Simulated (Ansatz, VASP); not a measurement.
# TiAl3: VASP beside Ansatz

Wanted: the spread between two codes on one cell, functional and k mesh. The cell is taken from a series of runs on this material, whose earlier steps may have relaxed, scaled, displaced or heated it; both programs get it as it stands.

Main program and level: Ansatz 0.2.0; plane waves, with VASP 6.6.1 beside it; zone-centre phonons at PBEsol.

### Step 1. The starting structure

It takes space group I4/mmm (No. 139, tetragonal). The conventional cell has a = 3.790 Å, b = 3.790 Å, c = 8.494 Å, α = 90.00°, β = 90.00°, γ = 90.00°. Al has 4 Ti at 2.68 Å and 8 Al at 2.85 Å nearest. Al has 8 Al at 2.68 to 2.85 Å and 4 Ti at 2.85 Å nearest. Ti has 12 Al at 2.68 to 2.85 Å nearest. Farther neighbours are not listed.

### Step 2. VASP: zone-centre phonons, PBEsol

Second derivatives magnify differences that forces hide, and they need a tight electronic threshold.

Lines of VASP's logs that name or quote its potential files are left out, and so is its time.

Contents of INCAR:

```
SYSTEM = TiAl3
PREC = Accurate
ENCUT = 500
EDIFF = 1E-08
NELM = 120
ISMEAR = 1
SIGMA = 0.2
LREAL = .FALSE.
ALGO = Normal
GGA = PS
NBANDS = 16
LASPH = .TRUE.
LORBIT = 11
LWAVE = .FALSE.
LCHARG = .FALSE.
ISIF = 2
IBRION = 8
GGA_COMPAT = .FALSE.
KPAR = 2
```

Contents of POSCAR:

```
TiAl3
1.0
   -1.8949109607      1.8949109607      4.2468563403
    1.8949109607     -1.8949109607      4.2468563403
    1.8949109607      1.8949109607     -4.2468563403
Al Ti
3 1
Direct
    0.5000000000      0.5000000000      0.0000000000
    0.7500000000      0.2500000000      0.5000000000
    0.2500000000      0.7500000000      0.5000000000
    0.0000000000      0.0000000000      0.0000000000
```

Contents of KPOINTS:

```
Automatic mesh
0
Gamma
16 16 16
0 0 0
```

PAW data sets: Al and Ti_sv (PBE family, release 64).

The run is started by

```bash
$ mpirun -np 2 vasp_std
```

Numbers of over 12 decimals in the logs are rounded to 6 here.

Log:

```text
[banner, memory and clock lines left out]
running    2 mpi-ranks, on    1 nodes
 distrk:  each k-point on    1 cores,    2 groups
 distr:  one band on    1 cores,    1 groups

 POSCAR found type information on POSCAR AlTi
 POSCAR found :  2 types and       4 ions
|                                                                             |
|               ----> ADVICE to this user running VASP <----                  |
|                                                                             |
|     You enforced a specific xc type in the INCAR file but a different       |
|     [... a line on the potential file left out ...]
|     I HOPE YOU KNOW WHAT YOU ARE DOING!                                     |
|                                                                             |

 LDA part: xc-table for (Slater+PW92), standard interpolation
 POSCAR, INCAR and KPOINTS ok, starting setup
 FFT: planning ... GRIDC
 FFT: planning ... GRID_SOFT
 FFT: planning ... GRID
 WAVECAR not read
 entering main loop
       N       E                     dE             d eps       ncg     rms          rms(c)
DAV:   1     0.114822408781E+03    0.11482E+03   -0.92202E+03 11176   0.119E+03
DAV:   2    -0.159673769639E+02   -0.13079E+03   -0.12873E+03 11472   0.307E+02
DAV:   3    -0.241001611462E+02   -0.81328E+01   -0.79850E+01 18952   0.689E+01
DAV:   4    -0.242753953405E+02   -0.17523E+00   -0.17510E+00 12744   0.101E+01
DAV:   5    -0.242822069248E+02   -0.68116E-02   -0.68114E-02 18544   0.188E+00    0.116E+01
DAV:   6    -0.229347281261E+02    0.13475E+01   -0.27089E+01 16672   0.394E+01    0.639E+00
DAV:   7    -0.222951614658E+02    0.63957E+00   -0.80018E+00 14424   0.211E+01    0.317E+00
DAV:   8    -0.222596194947E+02    0.35542E-01   -0.12187E+00 14216   0.895E+00    0.162E+00
DAV:   9    -0.222179141041E+02    0.41705E-01   -0.38175E-01 15048   0.489E+00    0.240E-01
DAV:  10    -0.222195115610E+02   -0.15975E-02   -0.85507E-03 13976   0.720E-01    0.312E-01
DAV:  11    -0.222176823666E+02    0.18292E-02   -0.82851E-03 16208   0.639E-01    0.726E-02
DAV:  12    -0.222176400094E+02    0.42357E-04   -0.43321E-04 15400   0.159E-01    0.374E-02
DAV:  13    -0.222176403644E+02   -0.35498E-06   -0.63561E-06 12168   0.209E-02    0.317E-02
DAV:  14    -0.222176388060E+02    0.15584E-05   -0.36888E-06 16400   0.184E-02    0.126E-02
DAV:  15    -0.222176382533E+02    0.55268E-06   -0.23127E-06 14544   0.102E-02    0.161E-03
DAV:  16    -0.222176382403E+02    0.12948E-07   -0.50299E-08 12984   0.173E-03    0.114E-03
DAV:  17    -0.222176382272E+02    0.13099E-07   -0.22770E-08 11384   0.144E-03    0.483E-04
DAV:  18    -0.222176382146E+02    0.12649E-07   -0.12348E-08  7352   0.102E-03    0.143E-04
DAV:  19    -0.222176382114E+02    0.32305E-08   -0.16123E-09  6792   0.359E-04
   1 F= -.22217638E+02 E0= -.22217966E+02  d E =0.984200E-03
 Linear response reoptimize wavefunctions to high precision
DAV:   1    -0.222176382120E+02   -0.66348E-09   -0.43321E-10  9344   0.165E-04
DAV:   2    -0.222176382120E+02   -0.59117E-11   -0.88461E-11  6760   0.739E-05
 Linear response DOF=           6
 Linear response progress:
  Degree of freedom:   1/  6
       N       E                     dE             d eps       ncg     rms          rms(c)
RMM:   1    -0.884019197940E-02   -0.88402E-02    0.30602E-03 36382   0.133E+00
RMM:   2    -0.736525947886E-02    0.14749E-02   -0.18237E-03 40384   0.253E-01    0.463E-02
RMM:   3    -0.740527694091E-02   -0.40017E-04   -0.36489E-04 44094   0.110E-01    0.252E-02
RMM:   4    -0.751578568930E-02   -0.11051E-03   -0.10479E-04 43728   0.541E-02    0.743E-03
RMM:   5    -0.752659340463E-02   -0.10808E-04   -0.12268E-05 47704   0.199E-02    0.355E-03
RMM:   6    -0.753488518410E-02   -0.82918E-05   -0.19971E-06 50104   0.793E-03    0.870E-04
RMM:   7    -0.753607214730E-02   -0.11870E-05   -0.29970E-07 48447   0.307E-03    0.408E-04
RMM:   8    -0.753620870882E-02   -0.13656E-06   -0.11976E-07 47147   0.162E-03    0.173E-04
RMM:   9    -0.753625408334E-02   -0.45375E-07   -0.26646E-08 52468   0.586E-04    0.120E-04
RMM:  10    -0.753630374892E-02   -0.49666E-07   -0.13583E-08 47571   0.315E-04    0.227E-05
RMM:  11    -0.753627249750E-02    0.31251E-07   -0.54361E-09 51558   0.139E-04    0.834E-06
RMM:  12    -0.753627957958E-02   -0.70821E-08   -0.30068E-09 52803   0.605E-05    0.290E-06
 first order change of Fermi-energy   0.17099E-03
 force on displaced ion       1 direction 1 :  -9.153  -0.000   0.000
 Linear response progress:
  Degree of freedom:   2/  6
       N       E                     dE             d eps       ncg     rms          rms(c)
RMM:   1    -0.107440684416E-01   -0.10744E-01    0.77688E-03 26424   0.722E-01
RMM:   2    -0.825740004023E-02    0.24867E-02   -0.15787E-03 24169   0.200E-01    0.471E-02
RMM:   3    -0.819669848909E-02    0.60702E-04   -0.51084E-04 24071   0.965E-02    0.214E-02
RMM:   4    -0.823535652230E-02   -0.38658E-04   -0.14302E-04 24387   0.480E-02    0.760E-03
RMM:   5    -0.822782625429E-02    0.75303E-05   -0.15457E-05 25197   0.187E-02    0.241E-03
RMM:   6    -0.823076172424E-02   -0.29355E-05   -0.35951E-06 26835   0.752E-03    0.698E-04
RMM:   7    -0.822909282937E-02    0.16689E-05   -0.77852E-07 26856   0.320E-03    0.334E-04
RMM:   8    -0.822864580575E-02    0.44702E-06   -0.27310E-07 27572   0.145E-03    0.171E-04
[...]
RMM:   4    -0.734687137171E-02   -0.11174E-03   -0.14167E-04 74558   0.508E-02    0.765E-03
RMM:   5    -0.734785964570E-02   -0.98827E-06   -0.14018E-05 83247   0.185E-02    0.235E-03
RMM:   6    -0.735494300202E-02   -0.70834E-05   -0.26655E-06 91097   0.688E-03    0.825E-04
RMM:   7    -0.735397348886E-02    0.96951E-06   -0.51848E-07 88914   0.242E-03    0.213E-04
RMM:   8    -0.735433956263E-02   -0.36607E-06   -0.59630E-08 89724   0.102E-03    0.111E-04
RMM:   9    -0.735464000063E-02   -0.30044E-06    0.16397E-08 92188   0.457E-04    0.499E-05
RMM:  10    -0.735465916882E-02   -0.19168E-07    0.16378E-08 90603   0.216E-04    0.973E-06
RMM:  11    -0.735469148874E-02   -0.32320E-07    0.65060E-08 92618   0.111E-04    0.703E-06
RMM:  12    -0.735468252126E-02    0.89675E-08    0.15466E-08 91550   0.608E-05    0.327E-06
 first order change of Fermi-energy   0.50005E-06
 force on displaced ion       2 direction 1 :  -7.867   0.000  -0.000
 Linear response progress:
  Degree of freedom:   4/  6
       N       E                     dE             d eps       ncg     rms          rms(c)
RMM:   1    -0.114078565381E-01   -0.11408E-01    0.32979E-03 41608   0.123E+00
RMM:   2    -0.865633116942E-02    0.27515E-02   -0.18674E-03 43108   0.267E-01    0.581E-02
RMM:   3    -0.860295079680E-02    0.53380E-04   -0.56055E-04 42949   0.129E-01    0.279E-02
RMM:   4    -0.868329664689E-02   -0.80346E-04   -0.17460E-04 45328   0.665E-02    0.992E-03
RMM:   5    -0.868786414040E-02   -0.45675E-05   -0.19470E-05 47592   0.256E-02    0.352E-03
RMM:   6    -0.869760050345E-02   -0.97364E-05   -0.39959E-06 50428   0.112E-02    0.118E-03
RMM:   7    -0.869699642594E-02    0.60408E-06   -0.73646E-07 49737   0.431E-03    0.554E-04
RMM:   8    -0.869664280139E-02    0.35362E-06   -0.22103E-07 49007   0.194E-03    0.257E-04
RMM:   9    -0.869693723306E-02   -0.29443E-06   -0.42960E-08 50995   0.791E-04    0.111E-04
RMM:  10    -0.869700140558E-02   -0.64173E-07   -0.12516E-09 50263   0.350E-04    0.280E-05
RMM:  11    -0.869699487167E-02    0.65339E-08   -0.63323E-09 52656   0.157E-04    0.660E-06
 first order change of Fermi-energy  -0.29540E-03
 force on displaced ion       2 direction 3 :   0.000   0.000  -6.937
 Linear response progress:
  Degree of freedom:   5/  6
       N       E                     dE             d eps       ncg     rms          rms(c)
RMM:   1    -0.794697728639E+00   -0.79470E+00    0.80063E+00 20036   0.143E+02
RMM:   2    -0.699261990054E+00    0.95436E-01   -0.53619E-01 34523   0.588E+00    0.174E-01
RMM:   3    -0.697718137773E+00    0.15439E-02   -0.26682E-02 39774   0.129E+00    0.814E-02
RMM:   4    -0.698535081518E+00   -0.81694E-03   -0.18911E-02 46897   0.579E-01    0.366E-02
RMM:   5    -0.700096682089E+00   -0.15616E-02   -0.93380E-04 45495   0.167E-01    0.132E-02
RMM:   6    -0.700394810469E+00   -0.29813E-03   -0.25513E-04 48602   0.706E-02    0.372E-03
RMM:   7    -0.700338711945E+00    0.56099E-04   -0.40833E-05 49758   0.254E-02    0.300E-03
RMM:   8    -0.700422354730E+00   -0.83643E-04   -0.15311E-05 47938   0.118E-02    0.924E-04
RMM:   9    -0.700451804013E+00   -0.29449E-04   -0.68692E-06 50290   0.582E-03    0.198E-04
RMM:  10    -0.700443765201E+00    0.80388E-05   -0.47066E-06 51850   0.319E-03    0.147E-04
RMM:  11    -0.700447970615E+00   -0.42054E-05   -0.35096E-06 50412   0.195E-03    0.496E-05
RMM:  12    -0.700450097080E+00   -0.21265E-05   -0.28696E-06 52035   0.141E-03    0.117E-05
RMM:  13    -0.700450831266E+00   -0.73419E-06   -0.22172E-06 49768   0.108E-03    0.112E-05
RMM:  14    -0.700451087238E+00   -0.25597E-06   -0.17796E-06 49907   0.884E-04    0.693E-06
[...]
RMM:  20    -0.700451322529E+00   -0.38973E-07   -0.54144E-07 44558   0.378E-04    0.171E-06
RMM:  21    -0.700451361952E+00   -0.39423E-07   -0.45835E-07 43548   0.336E-04    0.181E-06
RMM:  22    -0.700451351274E+00    0.10678E-07   -0.38767E-07 40775   0.300E-04    0.499E-06
RMM:  23    -0.700451338473E+00    0.12801E-07   -0.32963E-07 39373   0.266E-04    0.689E-06
RMM:  24    -0.700451336200E+00    0.22724E-08   -0.28246E-07 39998   0.238E-04    0.886E-06
RMM:  25    -0.700451353839E+00   -0.17639E-07   -0.23034E-07 35041   0.213E-04    0.932E-06
RMM:  26    -0.700451368620E+00   -0.14780E-07   -0.20348E-07 36458   0.191E-04    0.970E-06
RMM:  27    -0.700451377468E+00   -0.88483E-08   -0.17362E-07 27542   0.171E-04    0.104E-05
 first order change of Fermi-energy  -0.26331E-03
 force on displaced ion       4 direction 1 : -10.901   0.000   0.000
 Linear response progress:
  Degree of freedom:   6/  6
       N       E                     dE             d eps       ncg     rms          rms(c)
RMM:   1    -0.740564536569E+00   -0.74056E+00    0.18080E+01 11345   0.148E+02
RMM:   2    -0.646058072560E+00    0.94506E-01   -0.59109E-01 18979   0.596E+00    0.181E-01
RMM:   3    -0.644555085403E+00    0.15030E-02   -0.28436E-02 22177   0.132E+00    0.808E-02
RMM:   4    -0.645152810964E+00   -0.59773E-03   -0.19075E-02 25636   0.577E-01    0.325E-02
RMM:   5    -0.646312194883E+00   -0.11594E-02   -0.72390E-04 25409   0.154E-01    0.133E-02
RMM:   6    -0.646725259555E+00   -0.41306E-03   -0.24449E-04 26402   0.674E-02    0.390E-03
RMM:   7    -0.646782610216E+00   -0.57351E-04   -0.37129E-05 27760   0.234E-02    0.206E-03
RMM:   8    -0.646836138022E+00   -0.53528E-04   -0.17779E-05 26155   0.111E-02    0.773E-04
RMM:   9    -0.646859852924E+00   -0.23715E-04   -0.10853E-05 27496   0.553E-03    0.324E-04
RMM:  10    -0.646850227632E+00    0.96253E-05   -0.80215E-06 27629   0.327E-03    0.652E-05
RMM:  11    -0.646851311420E+00   -0.10838E-05   -0.72397E-06 28402   0.210E-03    0.451E-05
RMM:  12    -0.646852685215E+00   -0.13738E-05   -0.61387E-06 26332   0.164E-03    0.142E-05
RMM:  13    -0.646853033148E+00   -0.34793E-06   -0.54212E-06 27626   0.135E-03    0.971E-06
RMM:  14    -0.646853062484E+00   -0.29336E-07   -0.46757E-06 28923   0.116E-03    0.179E-05
RMM:  15    -0.646852842331E+00    0.22015E-06   -0.40514E-06 27071   0.102E-03    0.260E-05
RMM:  16    -0.646852964675E+00   -0.12234E-06   -0.36841E-06 24282   0.928E-04    0.257E-05
RMM:  17    -0.646853026679E+00   -0.62004E-07   -0.32997E-06 24544   0.846E-04    0.264E-05
RMM:  18    -0.646853066921E+00   -0.40241E-07   -0.29990E-06 26183   0.772E-04    0.300E-05
 first order change of Fermi-energy   0.33391E-03
 force on displaced ion       4 direction 3 :   0.000   0.000  -8.391
 Linear response finished
```

(Continued in part 2 of 2.)

[Lines on the potential files, build, host, timing and source positions are cut from VASP's logs without a mark.]

[Logs are printed without paths, hosts, clocks, repeated set-up lines and the standing remarks that a program may print on its own settings, such as how far it seeks lower states.]

[Hosts, paths, dates, database ids (printed as entryN), source tags and the programs' standing remarks are cut or masked in the printed files.]
